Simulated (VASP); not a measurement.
Consider the following.

```
CELL_PARAMETERS angstrom
      1.20349    -2.08450     0.00000
      1.20349     2.08450     0.00000
      0.00000     0.00000     6.81559
ATOMIC_POSITIONS crystal
  C  0.00000 0.00000 0.25000
  C  0.00000 0.00000 0.75000
  C  0.33333 0.66667 0.25000
  C  0.66667 0.33333 0.75000
```

These are r2SCAN meta-GGA, VASP's PBE PAW potentials (set 64) (plane waves; VASP) values and carry that method's errors. Run with 520 eV cut-off, 10×10×3 Γ-centred mesh, Gaussian smearing of 0.050 eV, potentials C.

Question: The ions and cell shape at fixed volume are relaxed. What does this cell relax into?

Answer: 
```
CELL_PARAMETERS angstrom
      1.22625    -2.12392     0.00000
      1.22625     2.12392     0.00000
      0.00000     0.00000     6.56495
ATOMIC_POSITIONS crystal
  C  0.00000 0.00000 0.25000
  C  0.00000 0.00000 0.75000
  C  0.33333 0.66667 0.25000
  C  0.66667 0.33333 0.75000
```
Space group P6_3/mmc (194), at a tolerance of 0.03 Å.

Question: How much energy does the relaxation gain?

Answer: The energy (σ→0) changes by -27.5 meV/atom, in 3 ionic steps.

```json
[
 {"step": "1", "E(σ→0) (eV)": "-39.6295", "max force (eV/Å)": "0.000", "pressure (GPa)": "19.40", "volume (Å³)": "34.20"},
 {"step": "2", "E(σ→0) (eV)": "-39.7304", "max force (eV/Å)": "0.000", "pressure (GPa)": "-1.99", "volume (Å³)": "34.20"},
 {"step": "3", "E(σ→0) (eV)": "-39.7396", "max force (eV/Å)": "0.000", "pressure (GPa)": "2.59", "volume (Å³)": "34.20"}
]
```

The compound is C in the graphite structure. This cell is one point of a volume scan, at 0.94 of the reference volume. Symmetry was kept, so distortions that lower it aren't found.
